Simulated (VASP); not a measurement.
# Band gap of BP: mesh and cell

How far does the LDA gap of BP depend on mesh and cell? The starting structure is a measured crystal structure from the Crystallography Open Database. Cell and atoms stay as given unless a step says otherwise.

Calculated with VASP 6.6.1; Kohn-Sham DFT with plane waves and PAW; LDA.

## 1. The starting structure

Symmetry: F-43m, No. 216, cubic system. Conventional cell: a = 4.538 Å, b = 4.538 Å, c = 4.538 Å, α = 90.00°, β = 90.00°, γ = 90.00°. Nearest to P lie 4 B at 1.97 Å. Nearest to B lie 4 P at 1.97 Å. Farther neighbours are not listed.

Coordinates:

```
P B
1.0
     0.00000    2.26900    2.26900
     2.26900    0.00000    2.26900
     2.26900    2.26900    0.00000
P B
1 1
Direct
  0.75000 0.75000 0.75000
  0.00000 0.00000 0.00000
```

## 2. Reference bands

The input, INCAR:

```
SYSTEM = BP
PREC = Accurate
ENCUT = 370
EDIFF = 1E-06
NELM = 100
ISMEAR = 0
SIGMA = 0.03
LREAL = .FALSE.
ALGO = Normal
GGA = CA
NBANDS = 16
LORBIT = 11
LWAVE = .FALSE.
LCHARG = .FALSE.
KPAR = 4
LASPH = .TRUE.
```

The input, POSCAR:

```
BP
1.0
    0.0000000000      2.2690000000      2.2690000000
    2.2690000000      0.0000000000      2.2690000000
    2.2690000000      2.2690000000      0.0000000000
P B
1 1
Direct
    0.7500000000      0.7500000000      0.7500000000
    0.0000000000      0.0000000000      0.0000000000
```

The input, KPOINTS:

```
Automatic mesh
0
Gamma
8 8 8
0 0 0
```

The input, KPOINTS_OPT:

```
Line mode
10
Line-mode
Reciprocal
  0.00000000   0.00000000   0.00000000 GAMMA
  0.50000000   0.00000000   0.50000000 X

  0.50000000   0.00000000   0.50000000 X
  0.50000000   0.25000000   0.75000000 W

  0.50000000   0.25000000   0.75000000 W
  0.37500000   0.37500000   0.75000000 K

  0.37500000   0.37500000   0.75000000 K
  0.00000000   0.00000000   0.00000000 GAMMA

  0.00000000   0.00000000   0.00000000 GAMMA
  0.50000000   0.50000000   0.50000000 L

  0.50000000   0.50000000   0.50000000 L
  0.62500000   0.25000000   0.62500000 U

  0.62500000   0.25000000   0.62500000 U
  0.50000000   0.25000000   0.75000000 W

  0.50000000   0.25000000   0.75000000 W
  0.50000000   0.50000000   0.50000000 L

  0.50000000   0.50000000   0.50000000 L
  0.37500000   0.37500000   0.75000000 K

  0.62500000   0.25000000   0.62500000 U
  0.50000000   0.00000000   0.50000000 X
```

Potentials, in the order of the species: P and B (LDA family, release 64).

The run is started by

```console
mpirun -np 4 vasp_std
```

What it wrote:

```text
[banner, memory and clock lines left out]
running    4 mpi-ranks, on    1 nodes
 distrk:  each k-point on    1 cores,    4 groups
 distr:  one band on    1 cores,    1 groups

 POSCAR found type information on POSCAR P B
 POSCAR found :  2 types and       2 ions
 LDA part: xc-table for (Slater(with rela. corr.)+CA(PZ))
 , standard interpolation
 POSCAR, INCAR and KPOINTS ok, starting setup
 FFT: planning ... GRIDC
 FFT: planning ... GRID_SOFT
 FFT: planning ... GRID
 WAVECAR not read
 entering main loop
       N       E                     dE             d eps       ncg     rms          rms(c)
DAV:   1     0.397140482655E+01    0.39714E+01   -0.31356E+03   928   0.353E+02
DAV:   2    -0.148162483195E+02   -0.18788E+02   -0.18117E+02  1256   0.797E+01
DAV:   3    -0.152083639769E+02   -0.39212E+00   -0.39186E+00  1080   0.952E+00
DAV:   4    -0.152091490468E+02   -0.78507E-03   -0.78506E-03  1248   0.533E-01
DAV:   5    -0.152091512740E+02   -0.22271E-05   -0.22272E-05  1072   0.266E-02    0.734E+00
DAV:   6    -0.145098347549E+02    0.69932E+00   -0.14050E+00  1176   0.368E+00    0.374E+00
DAV:   7    -0.143963548508E+02    0.11348E+00   -0.20735E-01  1176   0.169E+00    0.135E+00
DAV:   8    -0.143838308573E+02    0.12524E-01   -0.22834E-02  1240   0.635E-01    0.217E-01
DAV:   9    -0.143838853701E+02   -0.54513E-04   -0.84876E-04  1008   0.145E-01    0.106E-01
DAV:  10    -0.143838706302E+02    0.14740E-04   -0.83884E-05  1208   0.397E-02    0.222E-02
DAV:  11    -0.143838702628E+02    0.36731E-06   -0.12909E-06  1008   0.617E-03
   1 F= -.14383870E+02 E0= -.14383870E+02  d E =-.331480E-27
 Start KPOINTS_OPT (optional k-point list driver)
k-point batch [1-29\100]
       N       E                     dE             ncg
DAV:   1     0.717298189476E+03   -0.64112E+04      928
DAV:   2     0.197597573818E+03   -0.51970E+03     1264
DAV:   3     0.185916863283E+03   -0.11681E+02     1112
DAV:   4     0.185892630198E+03   -0.24233E-01     1240
DAV:   5     0.185892560293E+03   -0.69905E-04     1088
DAV:   6     0.185892560042E+03   -0.25120E-06     1136
[...]
k-point batch [88-100\100]
       N       E                     dE             ncg
DAV:   1     0.438166074826E+04   -0.36942E+04      424
DAV:   2     0.415194438607E+04   -0.22972E+03      544
DAV:   3     0.414736372690E+04   -0.45807E+01      544
DAV:   4     0.414735403635E+04   -0.96906E-02      496
DAV:   5     0.414735400771E+04   -0.28634E-04      552
DAV:   6     0.414735400760E+04   -0.11317E-06      488
```

Elapsed: 4.4 s, on 4 MPI ranks of AMD EPYC 9R14 (Zen 4), shared host; peak memory 0.38 GiB.

Lines that name or quote the potential files are left out of all logs, and their timing lines are given in words.

From OUTCAR (step 2):

```text
ion  position               nearest neighbor table
   1  0.750  0.750  0.750-   2 1.97   2 1.97   2 1.97   2 1.97
   2  0.000  0.000  0.000-   1 1.97   1 1.97   1 1.97   1 1.97

  LATTYP: Found a face centered cubic cell.
 ALAT       =     4.5380000000

 Subroutine GETGRP returns: Found 24 space group operations
 (whereof 24 operations were pure point group operations)

The static configuration has the point symmetry T_d .

 Found     29 irreducible k-points:

   k-points           NKPTS =     29   k-points in BZ     NKDIM =     29   number of bands    NBANDS=     16

   dimension x,y,z NGX =    20 NGY =   20 NGZ =   20
   dimension x,y,z NGXF=    40 NGYF=   40 NGZF=   40

   ENCUT  =  370.0 eV  27.19 Ry    5.21 a.u.   5.03  5.03  5.03*2*pi/ulx,y,z

   NELECT =       8.0000    total number of electrons

 k-points in reciprocal lattice and weights: Automatic mesh
   0.00000000  0.00000000  0.00000000       0.002
   0.12500000  0.00000000  0.00000000       0.016
   0.25000000  0.00000000  0.00000000       0.016
   0.37500000  0.00000000  0.00000000       0.016
   0.50000000  0.00000000  0.00000000       0.008
   0.12500000  0.12500000  0.00000000       0.012
   0.25000000  0.12500000  0.00000000       0.047
   0.37500000  0.12500000  0.00000000       0.047
   0.50000000  0.12500000  0.00000000       0.047
[...]
-0.37500000  0.50000000  0.12500000       0.023
  -0.25000000  0.50000000  0.25000000       0.012

 average (electrostatic) potential at core
       1 -82.2671       2 -30.0034

 E-fermi :   7.6285

 k-point     1 :       0.0000    0.0000    0.0000
  band No.  band energies     occupation
      1      -7.9835      2.00000
      2       7.4079      2.00000
      3       7.4079      2.00000
      4       7.4079      2.00000
      5      10.7859      0.00000
      6      10.7859      0.00000
      7      10.7859      0.00000
      8      14.7760      0.00000
      9      18.6629      0.00000
    ...

 k-point     2 :       0.1250    0.0000    0.0000
  band No.  band energies     occupation
      1      -7.7028      2.00000
      2       5.5657      2.00000
      3       6.9810      2.00000
      4       6.9810      2.00000
      5      11.3098      0.00000
      6      11.3746      0.00000
      7      11.3746      0.00000
      8      15.5385      0.00000
      9      18.6408      0.00000
    ...

 k-point     3 :       0.2500    0.0000    0.0000
  band No.  band energies     occupation
      1      -6.8789      2.00000
      2       2.5854      2.00000
      3       6.2953      2.00000
      4       6.2953      2.00000
      5      11.3884      0.00000
      6      12.1395      0.00000
      7      12.1395      0.00000
      8      16.8953      0.00000
      9      18.3591      0.00000
    ...

  Total       -0.7828240     -0.7828240     -0.7828240      0.0000000      0.0000000      0.0000000
  in kB      -53.6835483    -53.6835483    -53.6835483      0.0000000      0.0000000      0.0000000
  external PRESSURE =     -53.6835483 kB  Pullay stress =       0.0000000 kB

  energy-cutoff  :      370.00
  volume of cell :       23.36
      direct lattice vectors                 reciprocal lattice vectors
     0.000000000  2.269000000  2.269000000    -0.220361393  0.220361393  0.220361393
     2.269000000  0.000000000  2.269000000     0.220361393 -0.220361393  0.220361393
     2.269000000  2.269000000  0.000000000     0.220361393  0.220361393 -0.220361393

 POSITION                                       TOTAL-FORCE (eV/Angst)
 -----------------------------------------------------------------------------------
      3.40350      3.40350      3.40350        -0.000000     -0.000000     -0.000000
      0.00000      0.00000      0.00000         0.000000      0.000000      0.000000
 -----------------------------------------------------------------------------------
    total drift:                               -0.000000     -0.000000     -0.000000

  FREE ENERGIE OF THE ION-ELECTRON SYSTEM (eV)
  ---------------------------------------------------
  free  energy   TOTEN  =       -14.3838702628 eV

  energy  without entropy=      -14.3838702628  energy(sigma->0) =      -14.38387026

 total charge
# of ion       s       p       d       tot
------------------------------------------
    1        0.994   1.581   0.000   2.576
    2        0.661   1.282   0.000   1.944
--------------------------------------------------
tot          1.656   2.864   0.000   4.519

[... 3 further parts left out ...]
```

At this level the cell is under a tension of 5.4 GPa, so at these settings it is away from equilibrium.

The reference gap is 1.196 eV.

## 3. Bands with cell and atoms relaxed by LDA

Against step 2 the input has another starting structure. The cell comes from a relaxation at this level, not shown (22.63 Å³).

INCAR is that of step 2.

The input, POSCAR:

```
BP
1.0
    0.0000000000      2.2450185634      2.2450185634
    2.2450185634      0.0000000000      2.2450185634
    2.2450185634      2.2450185634      0.0000000000
P B
1 1
Direct
    0.7500000000      0.7500000000      0.7500000000
    0.0000000000      0.0000000000      0.0000000000
```

KPOINTS is that of step 2.

KPOINTS_OPT is that of step 2.

The run is started by

```console
mpirun -np 4 vasp_std
```

What it wrote:

```text
[... set-up lines as in an earlier step ...]
 entering main loop
       N       E                     dE             d eps       ncg     rms          rms(c)
DAV:   1     0.373057505913E+01    0.37306E+01   -0.32144E+03   928   0.349E+02
DAV:   2    -0.149387445405E+02   -0.18669E+02   -0.18058E+02  1280   0.802E+01
DAV:   3    -0.152965470983E+02   -0.35780E+00   -0.35760E+00  1056   0.906E+00
DAV:   4    -0.152972430443E+02   -0.69595E-03   -0.69594E-03  1272   0.503E-01
[...]
DAV:   9    -0.143960322465E+02   -0.55985E-04   -0.85347E-04  1000   0.147E-01    0.105E-01
DAV:  10    -0.143960157825E+02    0.16464E-04   -0.82144E-05  1256   0.391E-02    0.221E-02
DAV:  11    -0.143960152846E+02    0.49790E-06   -0.13185E-06  1008   0.620E-03
   1 F= -.14396015E+02 E0= -.14396015E+02  d E =-.490909E-11
 Start KPOINTS_OPT (optional k-point list driver)
k-point batch [1-29\100]
       N       E                     dE             ncg
DAV:   1     0.799108434221E+03   -0.65967E+04      928
DAV:   2     0.256559102724E+03   -0.54255E+03     1240
DAV:   3     0.245782041990E+03   -0.10777E+02     1152
DAV:   4     0.245759700165E+03   -0.22342E-01     1224
DAV:   5     0.245759640235E+03   -0.59929E-04     1096
DAV:   6     0.245759640032E+03   -0.20320E-06     1136
[...]
k-point batch [88-100\100]
       N       E                     dE             ncg
DAV:   1     0.463572080296E+04   -0.38914E+04      416
DAV:   2     0.439928542242E+04   -0.23644E+03      544
DAV:   3     0.439463826361E+04   -0.46472E+01      560
DAV:   4     0.439462909805E+04   -0.91656E-02      496
DAV:   5     0.439462907416E+04   -0.23897E-04      576
DAV:   6     0.439462907407E+04   -0.84796E-07      480
```

Run time: 4.4 s. Hardware: 4 MPI ranks; peak memory 0.37 GiB.

Parts of OUTCAR (step 3):

```text
  Total       -0.0164360     -0.0164360     -0.0164360     -0.0000000     -0.0000000      0.0000000
  in kB       -1.1636370     -1.1636370     -1.1636370     -0.0000000     -0.0000000      0.0000000
  external PRESSURE =      -1.1636370 kB  Pullay stress =       0.0000000 kB

 POSITION                                       TOTAL-FORCE (eV/Angst)
 -----------------------------------------------------------------------------------
      3.36753      3.36753      3.36753         0.000000      0.000000      0.000000
      0.00000      0.00000      0.00000        -0.000000     -0.000000     -0.000000
 -----------------------------------------------------------------------------------
    total drift:                               -0.000000     -0.000000     -0.000000

  FREE ENERGIE OF THE ION-ELECTRON SYSTEM (eV)
  ---------------------------------------------------
  free  energy   TOTEN  =       -14.3960152846 eV

  energy  without entropy=      -14.3960152846  energy(sigma->0) =      -14.39601528

[... 1 part as in an earlier step ...]

[... 2 further parts left out ...]
[key lines of the parts left out:]
E-fermi :   7.9150
```

With cell and atoms relaxed by LDA the gap is 1.162 eV, -0.034 eV from the reference.

## 4. Bands with a 12×12×12 mesh

Against step 2 the input has a 12×12×12 mesh.

INCAR is that of step 3.

The input, POSCAR:

```
BP
1.0
    0.0000000000      2.2690000000      2.2690000000
    2.2690000000      0.0000000000      2.2690000000
    2.2690000000      2.2690000000      0.0000000000
P B
1 1
Direct
    0.7500000000      0.7500000000      0.7500000000
    0.0000000000      0.0000000000      0.0000000000
```

The input, KPOINTS:

```
Automatic mesh
0
Gamma
12 12 12
0 0 0
```

KPOINTS_OPT is that of step 3.

The run is started by

```console
mpirun -np 4 vasp_std
```

What it wrote:

```text
[... set-up lines as in an earlier step ...]
 entering main loop
       N       E                     dE             d eps       ncg     rms          rms(c)
DAV:   1     0.314853704954E+01    0.31485E+01   -0.30525E+03  2304   0.344E+02
DAV:   2    -0.148442550659E+02   -0.17993E+02   -0.17416E+02  3120   0.781E+01
DAV:   3    -0.152095736974E+02   -0.36532E+00   -0.36506E+00  2744   0.917E+00
DAV:   4    -0.152103268621E+02   -0.75316E-03   -0.75315E-03  3088   0.516E-01
[...]
DAV:   9    -0.143860656295E+02   -0.53341E-04   -0.84720E-04  2584   0.145E-01    0.104E-01
DAV:  10    -0.143860508281E+02    0.14801E-04   -0.83066E-05  3032   0.395E-02    0.220E-02
DAV:  11    -0.143860504165E+02    0.41162E-06   -0.12803E-06  2576   0.614E-03
   1 F= -.14386050E+02 E0= -.14386050E+02  d E =-.129910E-25
 Start KPOINTS_OPT (optional k-point list driver)
k-point batch [1-72\100]
       N       E                     dE             ncg
DAV:   1     0.195955874687E+04   -0.15513E+05     2304
DAV:   2     0.610772058878E+03   -0.13488E+04     3136
DAV:   3     0.581183719879E+03   -0.29588E+02     2728
DAV:   4     0.581124511160E+03   -0.59209E-01     3096
DAV:   5     0.581124342647E+03   -0.16851E-03     2720
DAV:   6     0.581124342038E+03   -0.60902E-06     2824
k-point batch [73-100\100]
       N       E                     dE             ncg
DAV:   1     0.110150803306E+05   -0.77089E+04      920
DAV:   2     0.104834786971E+05   -0.53160E+03     1280
DAV:   3     0.104727903496E+05   -0.10688E+02     1072
DAV:   4     0.104727686698E+05   -0.21680E-01     1232
DAV:   5     0.104727686085E+05   -0.61326E-04     1040
DAV:   6     0.104727686082E+05   -0.22450E-06     1128
```

Run time: 5.8 s. Hardware: 4 MPI ranks; peak memory 0.42 GiB.

Parts of OUTCAR (step 4):

```text
  Total       -0.7854509     -0.7854509     -0.7854509     -0.0000000      0.0000000     -0.0000000
  in kB      -53.8636951    -53.8636951    -53.8636951     -0.0000000      0.0000000     -0.0000000
  external PRESSURE =     -53.8636951 kB  Pullay stress =       0.0000000 kB

 POSITION                                       TOTAL-FORCE (eV/Angst)
 -----------------------------------------------------------------------------------
      3.40350      3.40350      3.40350         0.000000      0.000000     -0.000000
      0.00000      0.00000      0.00000        -0.000000     -0.000000      0.000000
 -----------------------------------------------------------------------------------
    total drift:                               -0.000000     -0.000000     -0.000000

  FREE ENERGIE OF THE ION-ELECTRON SYSTEM (eV)
  ---------------------------------------------------
  free  energy   TOTEN  =       -14.3860504165 eV

  energy  without entropy=      -14.3860504165  energy(sigma->0) =      -14.38605042

[... 1 part as in an earlier step ...]

[... 2 further parts left out ...]
[key lines of the parts left out:]
E-fermi :   7.6172
```

With a 12×12×12 mesh the gap is 1.183 eV, -0.013 eV from the reference.

## 5. Comparison

| run | gap (eV) | change (eV) | core minutes |
| --- | --- | --- | --- |
| reference | 1.196 | - | 0.293 |
| cell and atoms relaxed by LDA | 1.162 | -0.034 | 0.293 |
| a 12×12×12 mesh | 1.183 | -0.013 | 0.387 |

Core minutes are wall time times ranks of the run shown, on a shared host.

## 6. What came out

```json
{
  "reference gap": "1.196 eV",
  "gap with cell and atoms relaxed by LDA": "1.162 eV",
  "gap with a 12×12×12 mesh": "1.183 eV"
}
```

Among the runs that read a gap along the path, the one with cell and atoms relaxed by LDA moves it most, by -0.034 eV. On finer settings it changes by -0.013 eV with a 12×12×12 mesh. The functional's own error isn't tested here. Further runs on this material are not shown.

[Lines on the potential files, build, host, timing and source positions are cut from VASP's logs without a mark.]

[Logs are printed without paths, hosts, clocks, repeated set-up lines and the standing remarks that a program may print on its own settings, such as how far it seeks lower states.]

[Hosts, paths, dates, database ids (printed as entryN), source tags and the programs' standing remarks are cut or masked in the printed files.]
